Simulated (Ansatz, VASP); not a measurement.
**Cd2As: VASP beside Ansatz**

INCAR

```
ALGO     = Normal         # electronic algorithm
EDIFF    = 1E-7           # SCF threshold, eV
ENCUT    = 520            # plane-wave cutoff, eV
GGA      = PE             # functional
ISIF     = 2              # what is computed and relaxed
ISMEAR   = 0              # smearing method
LASPH    = T              # aspherical terms in the spheres
LCHARG   = T              # write CHGCAR
LELF     = T              # ELF
LREAL    = F              # projectors in reciprocal space
LVHAR    = T            
LWAVE    = F              # write WAVECAR
NBANDS   = 38             # bands
NELM     = 100            # most SCF steps
PREC     = Accurate       # precision mode
SIGMA    = 0.1            # smearing width, eV
```

The input KPOINTS:

```
k-points
0
Gamma
  4 4 4
```

POSCAR

```
Cd2As
1.0
    0.0000000000      4.1038362557      4.1038362557
    4.1038362557      0.0000000000      4.1038362557
    4.1038362557      4.1038362557      0.0000000000
Cd As
4 2
Direct
    0.6250000000      0.6250000000      0.6250000000
    0.1250000000      0.6250000000      0.6250000000
    0.6250000000      0.6250000000      0.1250000000
    0.6250000000      0.1250000000      0.6250000000
    0.0000000000      0.0000000000      0.0000000000
    0.2500000000      0.2500000000      0.2500000000
```

Input for Ansatz:

```yaml
crystal:
  lattice:
    - [0.0, 4.1038362557, 4.1038362557]
    - [4.1038362557, 0.0, 4.1038362557]
    - [4.1038362557, 4.1038362557, 0.0]
  atoms:
    - { symbol: Cd, position: [0.625, 0.625, 0.625] }
    - { symbol: Cd, position: [0.125, 0.625, 0.625] }
    - { symbol: Cd, position: [0.625, 0.625, 0.125] }
    - { symbol: Cd, position: [0.625, 0.125, 0.625] }
    - { symbol: As, position: [0.0, 0.0, 0.0] }
    - { symbol: As, position: [0.25, 0.25, 0.25] }
basis:
  ecutwfc: 420
kpoints:
  mp_grid: { grid: [4, 4, 4] }
hamiltonian:
  xc: pbe
scf:
  occupations: { method: gaussian, width: 0.1 }
  lower_state_search: "off"
output:
  forces: true
  stress: true
  eigenvalues: true
```

Alike in both runs: task single point; functional PBE; k mesh 4 × 4 × 4; occupations gaussian, width 0.1 eV; no spin polarisation.

```csv
,VASP,Ansatz
version,VASP 6.6.1,Ansatz 0.2.0
potentials or method,"VASP PAW PBE potentials, release 64 (Cd, As)","scalar-relativistic, plane waves, PAW"
plane-wave cutoff (eV),520,420
valence electrons in the cell,58,110
```

```tsv
	VASP	Ansatz	Ansatz less VASP
gap on the k mesh at the Fermi level (eV)	none	none	-
pressure (GPa)	-0.7	-1.0	-0.29
```

A gap of «none» marks a metal or a gap that the smearing closes. With one functional, cell and mesh, what is left measures potentials, basis and numerics. The two sets of potentials don't hold the same shells in valence.
